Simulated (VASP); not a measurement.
```yaml
crystal:
  lattice:
    - [1.52885, -2.64805, 0.00000]
    - [1.52885, 2.64805, 0.00000]
    - [0.00000, 0.00000, 3.45980]
  atoms:
    - { symbol: Mg, position: [0.00000, 0.00000, 0.00000] }
    - { symbol: B, position: [0.33333, 0.66667, 0.50000] }
    - { symbol: B, position: [0.66667, 0.33333, 0.50000] }
```

These are PBE GGA with D3 dispersion (zero damping), VASP's PBE PAW potentials (set 64) (plane waves; VASP 6.6.1) values and carry that method's errors. Numerical set-up: 520 eV cut-off, 13×13×10 Γ-centred mesh, tetrahedra with Blöchl corrections, potentials Mg B.

The cores are frozen, which limits the accuracy of field gradients.

Question: Give the principal components of the electric field gradient (V/Å²) and the asymmetry η at each nucleus.

Answer: 
| atom | Vxx | Vyy | Vzz | η |
|---|---|---|---|---|
| Mg1 | 0.3 | 0.3 | -0.6 | 0.00 |
| B2 | -9.8 | -9.8 | 19.5 | 0.00 |
| B3 | -9.8 | -9.8 | 19.5 | 0.00 |

The compound is MgB2 in the AlB2 type structure. It was relaxed first.
